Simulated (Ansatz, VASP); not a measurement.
# SbAs: VASP beside Ansatz

One calculation is typed for both programs; each brings its own data sets. How far apart do they land? The cell is taken from a series of runs on this material, whose earlier steps may have relaxed, scaled, displaced or heated it; both programs get it as it stands.

Program: Ansatz 0.2.0. Level of theory: plane waves, with VASP 6.6.1 beside it; single point at PBEsol and single point at PBEsol, spin-orbit coupling. Results are calculated unless marked as measured.

### 1. The starting structure

The cell holds 2 atoms: 1 As and 1 Sb. Cell: a = 3.773 Å, b = 3.773 Å, c = 26.200 Å, α = 90.0°, β = 90.0°, γ = 120.0°. Vacuum lies along c.

### 2. Ansatz: single point, PBEsol

Ansatz runs on its PAW soft_1 files.

A single point gives forces, pressure and levels at one fixed geometry, so differences don't come from the geometry; what else differs is listed under the comparison.

Contents of input.yaml:

```yaml
crystal:
  lattice:
    - [3.7728062046, 0.0, 0.0]
    - [-1.8864031023, 3.2673460168, 0.0]
    - [0.0, 0.0, 26.2]
  atoms:
    - { symbol: As, position: [0.3333333333, 0.6666666667, 0.5288420073] }
    - { symbol: Sb, position: [0.6666666667, 0.3333333333, 0.4711579927] }
  periodic: [true, true, false]
kpoints:
  mp_grid: { grid: [6, 6, 1] }
  band_path:
    path:
      - [0, 0, 0]
      - [0.5, 0, 0]
      - [0.3333333333333, 0.3333333333333, 0]
      - [0, 0, 0]
    npoints: 10
hamiltonian:
  xc: pbesol
  pseudopotentials: { kind: paw, azcp: { folder: soft_1 }, xc_functional: pbe }
scf:
  occupations: { method: fermi_dirac, width: 0.02 }
  n_extra_bands: 4
output:
  eigenvalues: true
  write_density: true
  write_potential: true
  elf: true
  volumetric_format: npy
```

Run with:

```console
ansatz run input.yaml --threads 8 --pin off --max-ram 17510MiB --backend cpu --events-out ev --progress --plain --runs-dir out
```

Numbers of over 12 decimals in the logs are rounded to 6 here.

The log of the run:

```text
scf.n_extra_bands = 4 over 15 filled bands (N_el = 30.0): the run solves 19 bands
Engine: ansatz 0.2.0, aarch64-unknown-linux-gnu
Pseudopotentials: kind: paw
Pseudopotential: As, paw, valence charge 15, recommended cutoff 420 eV (normal), soft_1/As.paw.azcp
Pseudopotential: Sb, paw, valence charge 15, recommended cutoff 420 eV (normal), soft_1/Sb.paw.azcp
Functional definition: PBEsol
  exchange = pbesol_x
  correlation = pbesol_c
Crystal: 2 atoms, lattice volume = 322.969 Å³
Basis set: ecut = 420 eV, 6315 PW (Γ)
Bands: 19, of which v1, the nominal top of the filled ones, is band 15 counted from 1 (14 counted from 0)
Symmetry: 6 space group operations
Space group: P3m1 (ITA 156), of the structure as read, at distance tolerance 6.9e-5 Å
k-points: 7 of 36 (time reversal used)
Non-local potential: As, projectors of the file, l = 0: 2, l = 1: 2, l = 2: 3, l = 3: 1
Non-local potential: Sb, projectors of the file, l = 0: 2, l = 1: 2, l = 2: 2, l = 3: 1
PAW form: soft (Blöchl's): semilocal exchange-correlation on the pseudo side does not see the compensation charge
PAW frozen core: As, regenerated for the run's functional, and the local potential with it (the file was generated under x = pbe(κ = 0.804, μ = 0.219515), c = pbe(β = 0.066725))
PAW frozen core: Sb, regenerated for the run's functional, and the local potential with it (the file was generated under x = pbe(κ = 0.804, μ = 0.219515), c = pbe(β = 0.066725))
PAW one-centre angular grid: As, 590 points (default); XC on 64 Gauss nodes
PAW one-centre angular grid: Sb, 590 points (default); XC on 64 Gauss nodes
Initial density: superposition of atomic densities (neutral atoms: chi_scale 0, normalization atom)
Initial wavefunctions: pseudopotential atomic-orbital guess
Functional: x = pbesol(κ = 0.804, μ = 0.123457), c = pbesol(β = 0.046)
iter 1 solved again at ethr=2.38e-3 eV; its pass at ethr=3.10e-3 eV (dr2=7.15e-1 eV) is discarded
SCF iter   1: F=—  HF=-11221.007795 eV  |F-HF|=—  |Δ(HF+E_count)|=         —  Δρ=1.07e-2  dr2=7.32e-1  ethr=2.38e-3  ⟨swp⟩=1.0  Hψ=1204  notcnv=0
preconditioner: auto → none  [insulator: Δε(μ)=1.550 eV  Ē_g=8.997 eV  σ=0.020 eV  W_gap=1.00  n_scr=14 (ndim 8)  ℏωp=6.5 eV  f_vac=0.772  D(μ)=0.00/eV (n_scr^D=0)  ε∞_Penn≈1.5]
SCF iter   2: F=—  HF=-11221.360717 eV  |F-HF|=—  |Δ(HF+E_count)|=   3.53e-1  Δρ=1.10e-2  dr2=4.37e0  ethr=2.38e-3  ⟨swp⟩=4.9  Hψ=434  notcnv=0  recentre
SCF iter   3: F=—  HF=-11220.934552 eV  |F-HF|=—  |Δ(HF+E_count)|=   4.26e-1  Δρ=7.28e-3  dr2=3.83e-1  ethr=2.38e-3  ⟨swp⟩=4.7  Hψ=415  notcnv=0
SCF iter   4: F=—  HF=-11220.884490 eV  |F-HF|=—  |Δ(HF+E_count)|=   5.01e-2  Δρ=3.98e-3  dr2=4.09e-2  ethr=1.28e-3  ⟨swp⟩=2.9  Hψ=292  notcnv=0
SCF iter   5: F=—  HF=-11220.877439 eV  |F-HF|=—  |Δ(HF+E_count)|=   7.05e-3  Δρ=5.29e-4  dr2=3.08e-3  ethr=1.36e-4  ⟨swp⟩=4.0  Hψ=251  notcnv=0
SCF iter   6: F=—  HF=-11220.877008 eV  |F-HF|=—  |Δ(HF+E_count)|=   4.31e-4  Δρ=2.67e-4  dr2=8.02e-5  ethr=1.03e-5  ⟨swp⟩=3.0  Hψ=223  notcnv=0
SCF iter   7: F=—  HF=-11220.877029 eV  |F-HF|=—  |Δ(HF+E_count)|=   2.08e-5  Δρ=8.39e-5  dr2=1.61e-5  ethr=2.67e-7  ⟨swp⟩=3.6  Hψ=296  notcnv=0
SCF iter   8: F=—  HF=-11220.877028 eV  |F-HF|=—  |Δ(HF+E_count)|=   3.03e-7  Δρ=8.44e-6  dr2=2.53e-7  ethr=5.37e-8  ⟨swp⟩=2.9  Hψ=178  notcnv=0
SCF iter   9: F=-11220.877028 eV  HF=-11220.877028 eV  |F-HF|=1.51e-10  |Δ(HF+E_count)|=   2.38e-8  Δρ=2.83e-6  dr2=1.83e-8  ethr=3.33e-10  ⟨swp⟩=7.1  Hψ=532  notcnv=0
SCF 1 converged in 9 iterations: F = -11220.877028 eV  dr2 = 1.83e-8
  greatest PAW one-centre occupation: 0.999 electrons in one spin orbital (limit 2), on the As atom at site 0 (counted from 0), in its partial waves of l = 2
NSCF: frozen V_eff on 31 k-points
WARN: The output density's exchange-correlation potential varies sharply where the density is thin. Do not read a vacuum level from v_tot or v_xc, or from such a field of the output density. On a cell that repeats whose density bears no net charge and no dipole along the vacuum's axis use v_es (v_loc + v_h of the components); under efield.dipole_correction with no amplitude use v_es + v_field, which holds any externa [...]
SCF converged after 9 iterations
Free energy (F): -11220.877028 eV
Harris-Foulkes:  -11220.877028 eV  (|F-HF|=1.51e-10)
Internal energy: -11220.877028 eV  (E = F + TS)
E sigma→0 (E₀):  -11220.877028 eV
Fermi energy:    -4.377919 eV
--- Per-component energies (eV) ---
  E_band       = -836.783338
  E_kinetic    = 259.916400
  E_local      = -40075.527268  (includes V_loc(G=0)·N_el)
  E_nonlocal   = -0.242971
  E_hartree    = 19806.475166
  E_xc         = -167.331356
  E_vxc        = -163.262102  (∫ρ·V_xc dr)
  E_paw        = -6438.876386  (= ΣΔE_a)
  E_vpaw       = -470.618311  (= ΣTr[D̂ρ^β])
  E_aug_tail   = 0.000128  (compensation charges beyond the density's cutoff)
  E_ewald      = 15393.410973
  E_core_change = 1.298285  (= ΣΔE_core)
  E_smearing   = -0.000000  (= −TS)
  E_closure    = -0.000000  (closes the sum)
  Σ components = -11220.877028   (vs F -11220.877028, Δ=0.00e0)
--- Band table (eV; the first three rows and the last of 7) ---
  k-point 0: bands = [... 11 lower, -11.9793, -5.8651, -5.0194, -5.0194, -3.1340, -1.6431, -1.6431, -0.5611]
  k-point 1: bands = [... 11 lower, -11.9245, -7.1296, -5.7082, -5.6467, -2.9450, -1.2705 (-1.2705°), -1.1164, -0.1030]
  k-point 2: bands = [... 11 lower, -12.4317, -8.6232, -6.4888, -5.9566, -3.7144, -1.6315, -0.8599, 0.7355]
  k-point 6: bands = [... 11 lower, -13.6806, -9.2544, -7.2872, -6.8944, -3.5632, -1.3737, -0.6066, 2.2750]
  ° read free of the cell's end (the report's vacuum.weakly_bound_levels)
```

The column dr2 measures how far the density is from self-consistency, as an energy; F and HF (Harris–Foulkes) agree once it is small.

### 3. VASP: single point, PBEsol

The same cell, functional, mesh and smearing now go to VASP, with its own data sets.

Lines of VASP's logs that name or quote its potential files are left out, and so is its time.

Contents of INCAR:

```
SYSTEM = SbAs
PREC = Accurate
ENCUT = 400
EDIFF = 1E-06
NELM = 120
ISMEAR = -1
SIGMA = 0.02
LREAL = .FALSE.
ALGO = Normal
GGA = PS
NBANDS = 11
LORBIT = 11
LWAVE = .FALSE.
LCHARG = .FALSE.
ISIF = 2
LDIPOL = .TRUE.
IDIPOL = 3
DIPOL = 0.5 0.5 0.5
LVHAR = .TRUE.
LASPH = .TRUE.
GGA_COMPAT = .FALSE.
EFERMI = MIDGAP
NELMDL = -8
KPAR = 2
```

Contents of POSCAR:

```
SbAs
1.0
    3.7728062046      0.0000000000      0.0000000000
   -1.8864031023      3.2673460168      0.0000000000
    0.0000000000      0.0000000000     26.2000000000
As Sb
1 1
Direct
    0.3333333333      0.6666666667      0.5288420073
    0.6666666666      0.3333333334      0.4711579927
```

Contents of KPOINTS:

```
Automatic mesh
0
Gamma
6 6 1
0 0 0
```

PAW data sets: As and Sb (PBE family, release 64).

Run with:

```console
mpirun -np 2 vasp_std
```

The log of the run:

```text
[banner, memory and clock lines left out]
running    2 mpi-ranks, on    1 nodes
 distrk:  each k-point on    1 cores,    2 groups
 distr:  one band on    1 cores,    1 groups

 POSCAR found type information on POSCAR AsSb
 POSCAR found :  2 types and       2 ions
|                                                                             |
|               ----> ADVICE to this user running VASP <----                  |
|                                                                             |
|     You enforced a specific xc type in the INCAR file but a different       |
|     [... a line on the potential file left out ...]
|     I HOPE YOU KNOW WHAT YOU ARE DOING!                                     |
|                                                                             |

 LDA part: xc-table for (Slater+PW92), standard interpolation
 POSCAR, INCAR and KPOINTS ok, starting setup
 FFT: planning ... GRIDC
 FFT: planning ... GRID_SOFT
 FFT: planning ... GRID
 WAVECAR not read
 entering main loop
       N       E                     dE             d eps       ncg     rms          rms(c)
DAV:   1     0.527397296765E+02    0.52740E+02   -0.23463E+03   154   0.459E+02
DAV:   2    -0.427023021942E+01   -0.57010E+02   -0.53091E+02   243   0.874E+01
DAV:   3    -0.934961790668E+01   -0.50794E+01   -0.50546E+01   211   0.343E+01
DAV:   4    -0.947924499723E+01   -0.12963E+00   -0.12952E+00   216   0.644E+00
DAV:   5    -0.948112852223E+01   -0.18835E-02   -0.18835E-02   208   0.819E-01
DAV:   6    -0.948114414788E+01   -0.15626E-04   -0.15626E-04   216   0.780E-02
DAV:   7    -0.948114457435E+01   -0.42647E-06   -0.42651E-06   226   0.111E-02
DAV:   8    -0.948114457893E+01   -0.45811E-08   -0.45817E-08   202   0.917E-04    0.338E+00
DAV:   9    -0.937117142397E+01    0.10997E+00   -0.63564E-01   187   0.265E+00    0.208E+00
DAV:  10    -0.934602680770E+01    0.25145E-01   -0.17412E-01   169   0.188E+00    0.542E-01
DAV:  11    -0.934154771246E+01    0.44791E-02   -0.29441E-02   178   0.798E-01    0.128E-01
DAV:  12    -0.934147254529E+01    0.75167E-04   -0.20299E-03   224   0.251E-01    0.761E-02
DAV:  13    -0.934126729982E+01    0.20525E-03   -0.11995E-03   202   0.149E-01    0.303E-02
DAV:  14    -0.934125608950E+01    0.11210E-04   -0.13664E-04   197   0.553E-02    0.194E-02
[...]
DAV:  18    -0.934141535649E+01   -0.26919E-04   -0.11891E-06   224   0.545E-03    0.324E-03
DAV:  19    -0.934145766330E+01   -0.42307E-04   -0.32712E-06   199   0.768E-03    0.256E-03
DAV:  20    -0.934147414927E+01   -0.16486E-04   -0.52329E-07   210   0.285E-03    0.129E-03
DAV:  21    -0.934147924276E+01   -0.50935E-05   -0.39626E-07   220   0.171E-03    0.623E-04
DAV:  22    -0.934149018099E+01   -0.10938E-04   -0.36595E-07   185   0.174E-03    0.503E-04
DAV:  23    -0.934149179893E+01   -0.16179E-05   -0.27043E-08   181   0.470E-04    0.357E-04
DAV:  24    -0.934149339382E+01   -0.15949E-05   -0.41363E-08   163   0.507E-04    0.925E-05
DAV:  25    -0.934149359612E+01   -0.20230E-06   -0.23987E-09   152   0.152E-04
   1 F= -.93414936E+01 E0= -.93414936E+01  d E =-.168166E-14
```

From OUTCAR (step 3):

```text
ion  position               nearest neighbor table
   1  0.333  0.667  0.529-   2 2.65   2 2.65   2 2.65
   2  0.667  0.333  0.471-   1 2.65   1 2.65   1 2.65

  LATTYP: Found a hexagonal cell.
 ALAT       =     3.7728062046
 C/A-ratio  =     6.9444330239

 Subroutine GETGRP returns: Found  6 space group operations
 (whereof  6 operations were pure point group operations)

The static configuration has the point symmetry C_3v.

 Found      7 irreducible k-points:

   k-points           NKPTS =      7   k-points in BZ     NKDIM =      7   number of bands    NBANDS=     11

   dimension x,y,z NGX =    28 NGY =   28 NGZ =  180
   dimension x,y,z NGXF=    56 NGYF=   56 NGZF=  360

   ENCUT  =  400.0 eV  29.40 Ry    5.42 a.u.   6.15  6.15 42.73*2*pi/ulx,y,z

   NELECT =      10.0000    total number of electrons

 k-points in reciprocal lattice and weights: Automatic mesh
   0.00000000  0.00000000  0.00000000       0.028
   0.16666667  0.00000000  0.00000000       0.167
   0.33333333  0.00000000  0.00000000       0.167
   0.50000000  0.00000000  0.00000000       0.083
   0.16666667  0.16666667  0.00000000       0.167
   0.33333333  0.16666667  0.00000000       0.333
   0.33333333  0.33333333  0.00000000       0.056

 dipolmoment           0.000000      0.000000      0.020888 electrons x Angstroem

 average (electrostatic) potential at core
       1 -57.3061       2 -95.3892

 E-fermi :  -2.6880

 k-point     1 :       0.0000    0.0000    0.0000
  band No.  band energies     occupation
      1     -16.1650      2.00000
      2     -10.2492      2.00000
      3      -4.1526      2.00000
      4      -3.3443      2.00000
      5      -3.3443      2.00000
      6      -1.4757      0.00000
      7       0.0473      0.00000
      8       0.0473      0.00000
      9       1.1445      0.00000
     10       1.5591      0.00000
    ...

 k-point     2 :       0.1667    0.0000    0.0000
  band No.  band energies     occupation
      1     -15.8225      2.00000
      2     -10.1975      2.00000
      3      -5.4650      2.00000
      4      -3.9926      2.00000
      5      -3.9737      2.00000
      6      -1.2612      0.00000
      7       0.4197      0.00000
      8       0.5835      0.00000
      9       1.5963      0.00000
     10       1.9401      0.00000
    ...

 k-point     3 :       0.3333    0.0000    0.0000
  band No.  band energies     occupation
      1     -14.8669      2.00000
      2     -10.7312      2.00000
      3      -6.9382      2.00000
      4      -4.8182      2.00000
      5      -4.2365      2.00000
      6      -2.0317      0.00000
      7       0.0505      0.00000
      8       0.8483      0.00000
      9       2.4391      0.00000
     10       2.7689      0.00000
    ...

  Total        0.4673435      0.4673435      0.2120802      0.0000000      0.0000000      0.0000000
  in kB        2.3183865      2.3183865      1.0520827      0.0000000      0.0000000      0.0000000
  external PRESSURE =       1.8962853 kB  Pullay stress =       0.0000000 kB

  energy-cutoff  :      400.00
  volume of cell :      322.97
      direct lattice vectors                 reciprocal lattice vectors
     3.772806205  0.000000000  0.000000000     0.265054696  0.153029400  0.000000000
    -1.886403102  3.267346017  0.000000000     0.000000000  0.306058800  0.000000000
     0.000000000  0.000000000 26.200000000     0.000000000  0.000000000  0.038167939

 POSITION                                       TOTAL-FORCE (eV/Angst)
 -----------------------------------------------------------------------------------
     -0.00000      2.17823     13.85566         0.000000     -0.000000      0.144350
      1.88640      1.08912     12.34434        -0.000000      0.000000     -0.144350
 -----------------------------------------------------------------------------------
    total drift:                                0.000000     -0.000000     -0.000193

  FREE ENERGIE OF THE ION-ELECTRON SYSTEM (eV)
  ---------------------------------------------------
  free  energy   TOTEN  =        -9.3414935961 eV

  energy  without entropy=       -9.3414935961  energy(sigma->0) =       -9.34149360

 vacuum level on the upper side and lower side of the slab         1.865         1.558

 total charge
# of ion       s       p       d       tot
------------------------------------------
    1        1.296   1.405   0.034   2.735
    2        1.206   1.176   0.040   2.423
--------------------------------------------------
tot          2.503   2.581   0.074   5.158

[... 3 further parts left out ...]
```

### 4. Side by side

Known differences besides the potentials themselves: Ansatz cuts the interaction across the vacuum, VASP repeats the sheet with a dipole correction; the data sets hold 30 valence electrons in Ansatz (on its PAW soft_1 files) and 10 in VASP; the cutoff is 420 eV in Ansatz and 400 eV in VASP; Ansatz makes its cores anew for this functional, VASP keeps those of its PBE data sets. Total energies have different zeros and are not compared.

Compared:

| quantity | Ansatz | VASP | difference |
| --- | --- | --- | --- |
| gap on the k mesh (eV) | 1.305 | 1.313 | -0.008 |

A gap on the mesh is an upper bound, since the band edges may lie between its points. With vacuum in the cell, a pressure given here is an average over mostly empty space and none of the material.

[end of part 1 of 2]

[Lines on the potential files, build, host, timing and source positions are cut from VASP's logs without a mark.]

[Logs are printed without paths, hosts, clocks, repeated set-up lines and the standing remarks that a program may print on its own settings, such as how far it seeks lower states.]

[Hosts, paths, dates, database ids (printed as entryN), source tags and the programs' standing remarks are cut or masked in the printed files.]
